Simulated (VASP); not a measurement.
Crystal: SnSe2.

```
CELL_PARAMETERS angstrom
3.84190 0.00000 0.00000
-1.92095 3.32718 0.00000
0.00000 0.00000 6.48588
ATOMIC_POSITIONS crystal
Sn 0.00000 0.00000 0.00000
Se 0.66667 0.33333 0.75710
Se 0.33333 0.66667 0.24290
```

The cell is a database's computed one.

| Property | Result |
| --- | --- |
| Program | VASP 6.6.1 |
| Task | relaxation of cell and atoms |
| Functional | PBEsol |
| Potentials or basis | VASP PAW PBE potentials, release 64 (Sn, Se) |
| Cutoff | 580 eV |
| k mesh | 9 × 9 × 4 |
| Occupations | gaussian, width 0.02 eV |
| Spin | no spin polarisation |

At the start: pressure -0.7 GPa; volume 27.64 Å³/atom.

Task: How do energy, volume and symmetry change on relaxing?

Result: Over 14 steps the energy falls by 4.6 meV/atom and the volume is 25.86 Å³/atom (-6.4 %); space group P-3m1 (No. 164, to 0.05 Å).

Step by step:
```
step  energy change (eV)  largest force (eV/Å)  pressure (GPa)  volume (Å³)
   1              0.0000                0.0555           -0.75        82.91
   2             -0.0036                0.1653            0.36        81.37
   3             -0.0038                0.1452            0.16        81.64
   4             -0.0054                0.0588           -0.01        81.52
   5             -0.0055                0.0339           -0.06        81.48
   6             -0.0060                0.0325           -0.07        81.34
   7             -0.0075                0.0283           -0.10        80.93
   8             -0.0102                0.0213           -0.13        80.09
   9             -0.0134                0.0119           -0.12        78.41
  10             -0.0136                0.0075           -0.08        77.76
  11             -0.0113                0.0197            0.70        76.38
  12             -0.0137                0.0098            0.04        77.54
  13             -0.0130                0.0808           -0.28        77.73
  14             -0.0137                0.0045           -0.01        77.57
```

Final structure:
```yaml
crystal:
  lattice:
    - [3.81874, 0.00000, 0.00000]
    - [-1.90937, 3.30713, 0.00000]
    - [0.00000, 0.00000, 6.14245]
  atoms:
    - { symbol: Sn, position: [0.00000, 0.00000, 0.00000] }
    - { symbol: Se, position: [0.66667, 0.33333, 0.74143] }
    - { symbol: Se, position: [0.33333, 0.66667, 0.25857] }
```

Caveat: the PAW data sets were made with another functional, which shifts forces and pressure a little; this functional lacks dispersion, which binds the layers, so the pressure and a relaxed spacing across them are unreliable.
